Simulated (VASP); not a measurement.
Zr: transverse stress against strain

Zr (hcp, P6_3/mmc, 23.355 Å³/atom and stress up to 0.27 GPa in the relaxed cell, c along z) under an equal strain ε along x and y, with z held. PBE in VASP (plane waves, PAW), 480 eV, 18×18×10 Γ-centred mesh, Methfessel-Paxton smearing 0.10 eV; ions are relaxed, or left where forces stay under 0.02 eV/Å, within the symmetry of each cell. Stress is positive for a compressed cell.

Here s stands for strain and y for stress zz.

```csv
strain (%),stress zz (GPa)
-1.50,2.22
-1.00,1.47
-0.50,0.75
0.00,0.07
0.50,-0.58
1.00,-1.21
1.50,-1.81
3.00,?
```

Q: Fit y against s with a straight line, and predict the withheld value at s = 3.00.

A: Means: s 0, y 0.130. About the means, the sum of products is -9.3900 and the sum of squares of s is 7.0000; the slope is their ratio. Least squares gives y = 0.130 - 1.3414·s. Residuals (row less fit): 0.078, -0.001, -0.051, -0.060, -0.039, 0.001, 0.072; standard error 0.062 (degrees of freedom: 5). The slope gives the elastic constant 2C13 = about 130 GPa. At the withheld row, y = 0.130 - 1.3414 × 3.0 = -3.894 GPa. The calculation gives -3.47 GPa, 0.424 GPa above the prediction (7.5 % of the range of y in the table). The row lies outside the fitted rows, so this is an extrapolation. From the scatter of the fitted rows alone, a prediction at this place has a standard error of 0.096 GPa, so the miss is 4.4 times that.

A polynomial of degree 2 through the 12 other runs of the series gives -3.41 there, so most of the miss is curvature that the fit leaves out. In a metal these values are sensitive to mesh and smearing; energies are taken to zero smearing, stresses follow the free energy. The runs aren't spin-polarised. Rows are the converged runs of the series near zero and its far end; series whose fitted rows scatter by over a few per cent of the range, as at a crossing or softening among them, aren't shown in this form, nor equations of state whose B0' disagrees with the runs' pressures. Most that stay on the fit to the last digits aren't either.
